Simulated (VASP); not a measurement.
Method: revPBE GGA, VASP's PBE PAW potentials (set 64) (plane waves; VASP).

The input files of a VASP run:

### POSCAR
```
BP
1
    0.0000000000     2.2824051723     2.2824051723
    2.2824051723    -0.0000000000     2.2824051723
    2.2824051723     2.2824051723    -0.0000000000
B P
1 1
Direct
  0.0000000000   0.0000000000   0.0000000000
  0.2500000000   0.2500000000   0.2500000000
```

INCAR:
```
SYSTEM=BP
PREC=Accurate; ENCUT=520; LREAL=.FALSE.
LASPH=.TRUE.; ICHARG=11
EDIFF=1E-7; NELM=100; ALGO=Normal
ISMEAR=0; SIGMA=0.05
GGA=RE
LWAVE=.FALSE.; LCHARG=.FALSE.; LORBIT=11
```

**KPOINTS**
```
k-points along high-symmetry lines
15
Line-mode
Reciprocal
  0.000000   0.000000   0.000000 ! GAMMA
 -0.500000  -0.500000   0.000000 ! X

 -0.500000  -0.500000   0.000000 ! X
 -0.375000  -0.375000   0.250000 ! U

 -0.375000   0.000000   0.375000 ! K
  0.000000   0.000000   0.000000 ! GAMMA

  0.000000   0.000000   0.000000 ! GAMMA
 -0.000000  -0.000000   0.500000 ! L

 -0.000000  -0.000000   0.500000 ! L
 -0.500000  -0.250000   0.250000 ! W

 -0.500000  -0.250000   0.250000 ! W
 -0.500000  -0.500000   0.000000 ! X
```

POTCAR, in this order: B P (PBE.64 set). Program: vasp_std. Read from the step before: CHGCAR.

Output

### OSZICAR
```
       N       E                     dE             d eps       ncg     rms          rms(c)
DAV:   1     0.139778970259E+02    0.13978E+02   -0.42170E+03  1440   0.901E+02
DAV:   2    -0.100999321141E+02   -0.24078E+02   -0.22844E+02  2240   0.110E+02
DAV:   3    -0.103990565900E+02   -0.29912E+00   -0.29912E+00  1840   0.155E+01
DAV:   4    -0.103999201005E+02   -0.86351E-03   -0.86351E-03  2256   0.723E-01
DAV:   5    -0.103999216040E+02   -0.15035E-05   -0.15035E-05  1832   0.177E-02
DAV:   6    -0.103999216179E+02   -0.13967E-07   -0.13967E-07  2296   0.981E-04
   1 F= -.10399922E+02 E0= -.10399922E+02  d E =-.275698E-13
```

**OUTCAR**
```
 val. band max:        7.2928517116   @ k =   0.0000   0.0000   0.0000

 cond. band min:       8.5651924578   @ k =  -0.4286  -0.4286   0.0000



 k-point     1 :       0.0000    0.0000    0.0000
  band No.  band energies     occupation
      1      -8.0257      2.00000
      2       7.2929      2.00000
      3       7.2929      2.00000
      4       7.2929      2.00000
      5      10.6622      0.00000
      6      10.6622      0.00000
      7      10.6622      0.00000
      8      14.4291      0.00000

 k-point     2 :      -0.0357   -0.0357    0.0000
  band No.  band energies     occupation
      1      -7.9954      2.00000
      2       7.1567      2.00000
      3       7.1567      2.00000
      4       7.1816      2.00000
      5      10.6006      0.00000
      6      10.8323      0.00000
      7      10.8323      0.00000
      8      14.5187      0.00000

 k-point     3 :      -0.0714   -0.0714    0.0000
  band No.  band energies     occupation
      1      -7.9046      2.00000
      2       6.8132      2.00000
      3       6.8132      2.00000
      4       6.8655      2.00000
      5      10.4328      0.00000
      6      11.2771      0.00000
      7      11.2771      0.00000
      8      14.7240      0.00000

 k-point     4 :      -0.1071   -0.1071    0.0000
  band No.  band energies     occupation
      1      -7.7537      2.00000
      2       6.3703      2.00000
      3       6.3703      2.00000
      4       6.3856      2.00000
      5      10.1949      0.00000
      6      11.8872      0.00000
      7      11.8872      0.00000
      8      14.8367      0.00000

 k-point     5 :      -0.1429   -0.1429    0.0000
  band No.  band energies     occupation
      1      -7.5432      2.00000
      2       5.7868      2.00000
      3       5.8986      2.00000
      4       5.8986      2.00000
      5       9.9215      0.00000
      6      12.5899      0.00000
      7      12.5899      0.00000
      8      14.5497      0.00000
...
```

The density is held fixed in this step, so its total energy and stress have no physical meaning.

The compound is BP in the zinc blende structure. It was relaxed first.
